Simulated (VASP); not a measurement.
Computed with RPBE GGA, VASP's PBE PAW potentials (set 64) (plane waves; VASP).

The input files of a VASP run:

INCAR:
```
ALGO=All
EDIFF=1E-6
ENCUT=520
GGA=RP
ISMEAR=0
ISPIN=2
ISYM=0
LASPH=.TRUE.
LCHARG=.FALSE.
LORBIT=10
LREAL=.FALSE.
LWAVE=.FALSE.
MAGMOM=1
NELM=200
NUPDOWN=1
PREC=Normal
SIGMA=0.01
SYSTEM=Cl atom
```

### KPOINTS
```
kpoints
0
Gamma
1 1 1
0 0 0
```

POSCAR:
```
Cl atom
1
   12.0000000000     0.0000000000     0.0000000000
    0.0000000000    12.5000000000     0.0000000000
    0.0000000000     0.0000000000    13.0000000000
Cl
1
Direct
  0.0000000000   0.0000000000   0.0000000000
```

POTCAR, in this order: Cl (PBE.64 set). Program: vasp_gam. Read from the step before: WAVECAR.

Output of the run:

### OUTCAR
```
 ion  position               nearest neighbor table
   1  0.000  0.000  0.000-
 Subroutine IBZKPT returns following result:
 Found      1 irreducible k-points:

 Following reciprocal coordinates:
            Coordinates               Weight
  0.000000  0.000000  0.000000      1.000000
   k-points           NKPTS =      1   k-points in BZ     NKDIM =      1   number of bands    NBANDS=      8
   number of dos      NEDOS =    301   number of ions     NIONS =      1
   total plane-waves  NPLWV = 392000
   dimension x,y,z NGX =    70 NGY =   70 NGZ =   80
   dimension x,y,z NGXF=   140 NGYF=  140 NGZF=  160
   ions per type =               1
   PREC   = normal    normal or accurate (medium, high low for compatibility)
   ISTART =      1    job   : 0-new  1-cont  2-samecut
   ICHARG =      0    charge: 1-file 2-atom 10-const
   ISPIN  =      2    spin polarized calculation?
   LNONCOLLINEAR =      F non collinear calculations
   LSORBIT =      F    spin-orbit coupling
   INIWAV =      1    electr: 0-lowe 1-rand  2-diag
   ENCUT  =  520.0 eV  38.22 Ry    6.18 a.u.  22.31 23.24 24.17*2*pi/ulx,y,z
   NELM   =    200;   NELMIN=  2; NELMDL=  0     # of ELM steps
   EDIFF  = 0.1E-05   stopping-criterion for ELM
   LREAL  =      F    real-space projection
   NLSPLINE    = F    spline interpolate recip. space projectors
   LMAXMIX     =    2 max onsite mixed and CHGCAR
   VOSKOWN=      0    Vosko Wilk Nusair interpolation
   EDIFFG = 0.1E-04   stopping-criterion for IOM
   NSW    =      0    number of steps for IOM
   NBLOCK =      1;   KBLOCK =      1    inner block; outer block
   IBRION =     -1    ionic relax: 0-MD 1-quasi-New 2-CG
   NFREE  =      0    steps in history (QN), initial steepest desc. (CG)
   ISIF   =      2    stress and relaxation
   ISYM   =      0    0-nonsym 1-usesym 2-fastsym
   TEIN   =    0.0    initial temperature
   TEBEG  =    0.0;   TEEND  =   0.0 temperature during run
   SMASS  =  -3.00    Nose mass-parameter (am)
   PSTRESS=    0.0 pullay stress
   NELECT =       7.0000    total number of electrons
...
```

### OSZICAR
```
       N       E                     dE             d eps       ncg     rms           ort
SDA:   1    -0.248544156450E+00   -0.24854E+00    0.00000E+00     8   0.859E-02   0.000E+00
CGA:   2    -0.252066470881E+00   -0.35223E-02   -0.35138E-02     8   0.117E-02   0.391E-04
CGA:   3    -0.252379031639E+00   -0.31256E-03   -0.31155E-03     8   0.231E-03   0.228E-04
CGA:   4    -0.252436954083E+00   -0.57922E-04   -0.57922E-04     8   0.109E-03   0.477E-07
SDA:   5    -0.264031249348E+00   -0.11594E-01   -0.11601E-01     8   0.391E+00   0.105E-03
CGA:   6    -0.329875028822E+00   -0.65844E-01   -0.18004E+00     8   0.258E+00  -0.948E-01
CGA:   7    -0.380948252658E+00   -0.51073E-01   -0.50995E-01     8   0.434E-01   0.348E-03
CGA:   8    -0.395130202360E+00   -0.14182E-01   -0.14181E-01     8   0.108E-01   0.125E-04
CGA:   9    -0.400282604007E+00   -0.51524E-02   -0.51647E-02     8   0.503E-02  -0.167E-04
CGA:  10    -0.402084532412E+00   -0.18019E-02   -0.18026E-02     8   0.178E-02  -0.754E-06
CGA:  11    -0.402819885167E+00   -0.73535E-03   -0.73456E-03     8   0.383E-03  -0.136E-05
CGA:  12    -0.402965149836E+00   -0.14526E-03   -0.14570E-03     8   0.110E-03   0.666E-06
CGA:  13    -0.403013391167E+00   -0.48241E-04   -0.48354E-04     8   0.337E-04   0.228E-06
CGA:  14    -0.403026847971E+00   -0.13457E-04   -0.13517E-04     8   0.730E-05   0.122E-06
CGA:  15    -0.403029895210E+00   -0.30472E-05   -0.31067E-05     8   0.194E-05   0.147E-06
CGA:  16    -0.403030925890E+00   -0.10307E-05   -0.98541E-06     8   0.709E-06  -0.158E-06
CGA:  17    -0.403031281305E+00   -0.35542E-06   -0.35248E-06     8   0.284E-06  -0.148E-07
   1 F= -.40303128E+00 E0= -.40303128E+00  d E =-.471281E-47  mag=     1.0000
```

**OUTCAR**
```
------------------------ aborting loop because EDIFF is reached ----------------------------------------
  FORCE on cell =-STRESS in cart. coord.  units (eV):
  Direction    XX          YY          ZZ          XY          YZ          ZX
  --------------------------------------------------------------------------------------
  Total       -0.0097546     -0.0113899     -0.0134397     -0.0002597      0.0003735     -0.0000864
  in kB       -0.0080147     -0.0093582     -0.0110425     -0.0002134      0.0003069     -0.0000710
  external PRESSURE =      -0.0094718 kB  Pullay stress =       0.0000000 kB
  volume of cell :     1950.00
      direct lattice vectors                 reciprocal lattice vectors
    12.000000000  0.000000000  0.000000000     0.083333333  0.000000000  0.000000000
     0.000000000 12.500000000  0.000000000     0.000000000  0.080000000  0.000000000
     0.000000000  0.000000000 13.000000000     0.000000000  0.000000000  0.076923077
 POSITION                                       TOTAL-FORCE (eV/Angst)
 -----------------------------------------------------------------------------------
      0.00000      0.00000      0.00000         0.000000     -0.000000      0.000000
 -----------------------------------------------------------------------------------
    total drift:                                0.000000     -0.000000      0.000000
  FREE ENERGIE OF THE ION-ELECTRON SYSTEM (eV)
  ---------------------------------------------------
  free  energy   TOTEN  =        -0.4030312813 eV

  energy  without entropy=       -0.4030312813  energy(sigma->0) =       -0.40303128

 total charge

# of ion       s       p       d       tot
------------------------------------------
    1        1.627   3.294   0.000   4.920

 magnetization (x)

# of ion       s       p       d       tot
------------------------------------------
    1        0.016   0.696   0.000   0.711
```
(Selected blocks of OUTCAR.)

The atom may not be in its lowest state.

The cell is a free atom in a box.
